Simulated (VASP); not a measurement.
These are PBE0 hybrid, VASP's PBE PAW potentials (set 64) (plane waves; VASP 6.6.1) values and carry that method's errors.

Input for VASP

File POSCAR:
```
CsBr
4.325620
  1.0000000000   0.0000000000   0.0000000000
  0.0000000000   1.0000000000   0.0000000000
  0.0000000000   0.0000000000   1.0000000000
Cs Br
1 1
Cart
 -0.0007860000  -0.0104460000  -0.0042210000
  0.5007860000   0.5104460000   0.5042210000
```

**KPOINTS**
```
Automatic mesh
0
Gamma
3 3 3
0 0 0
```

**INCAR**
```
# general
SYSTEM   = CsBr
PREC     = Accurate
ENCUT    = 300
LREAL    = F
LASPH    = T
ISYM     = 3

# electronic loop
EDIFF    = 1E-6
NELM     = 100
ALGO     = Normal
LMAXMIX  = 4

# smearing
ISMEAR   = 0
SIGMA    = 0.01

# functional
GGA      = PE
LHFCALC  = T
AEXX     = 0.25
HFRCUT   = -1
PRECFOCK = Fast

# ions
ISIF     = 2

# output
LWAVE    = F
LCHARG   = F
```

POTCAR, in this order: Cs_sv Br (PBE.64 set). Program: vasp_std.

### Question
What will the output report for the number of irreducible k-points (NKPTS), largest plane-wave count, number of space-group operations, FFT grid (NGX, NGY, NGZ)?

### Answer

```yaml
number of irreducible k-points (NKPTS): 14
largest_plane_wave_count: 956
number_of_space_group_operations: 1
FFT grid (NGX, NGY, NGZ): 24 × 24 × 24
```

The structure comes from a computed database's CsBr entry; how it stands against other phases isn't given here. The cell was not relaxed at this level, atoms are displaced from their ideal sites. The k-mesh is coarse (spacing up to 0.48 per Å, 2π included), so the numbers may not be converged in it. The run is one of a series of settings (KPOINTS 3×3×3 Γ-centred mesh against the base run), some of them coarse on purpose.
